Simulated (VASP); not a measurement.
Consider the following.

```yaml
crystal:
  lattice:
    - [5.06295, 0.00000, 0.00000]
    - [-2.53147, 4.38464, 0.00000]
    - [0.00000, 0.00000, 5.54323]
  atoms:
    - { symbol: Si, position: [0.00000, 0.50000, 0.33333] }
    - { symbol: Si, position: [0.50000, 0.00000, 0.00000] }
    - { symbol: Si, position: [0.50000, 0.50000, 0.66667] }
    - { symbol: O, position: [0.58295, 0.79147, 0.83333] }
    - { symbol: O, position: [0.79147, 0.58295, 0.50000] }
    - { symbol: O, position: [0.20853, 0.79147, 0.16667] }
    - { symbol: O, position: [0.41705, 0.20853, 0.83333] }
    - { symbol: O, position: [0.20853, 0.41705, 0.50000] }
    - { symbol: O, position: [0.79147, 0.20853, 0.16667] }
```

Level of theory: r2SCAN meta-GGA, VASP's PBE PAW potentials (set 64) (plane waves; VASP). Settings: 520 eV cut-off, 6×6×5 Γ-centred mesh, tetrahedra with Blöchl corrections, potentials Si O.

The cores are frozen, which limits the accuracy of field gradients.

### Question
Give the principal components of the electric field gradient (V/Å²) and the asymmetry η at each nucleus.

### Answer

```csv
atom,Vxx,Vyy,Vzz,η
Si1,-6.6,-1.4,8.0,0.64
Si2,-6.6,-1.4,8.0,0.64
Si3,-6.6,-1.4,8.0,0.64
O4,-48.0,-42.2,90.2,0.06
O5,-48.0,-42.2,90.2,0.06
O6,-48.0,-42.2,90.2,0.06
O7,-48.0,-42.2,90.2,0.06
O8,-48.0,-42.2,90.2,0.06
O9,-48.0,-42.2,90.2,0.06
```

The structure comes from a computed database's SiO2 entry (P6_422); how it stands against other phases isn't given here. It was relaxed first.
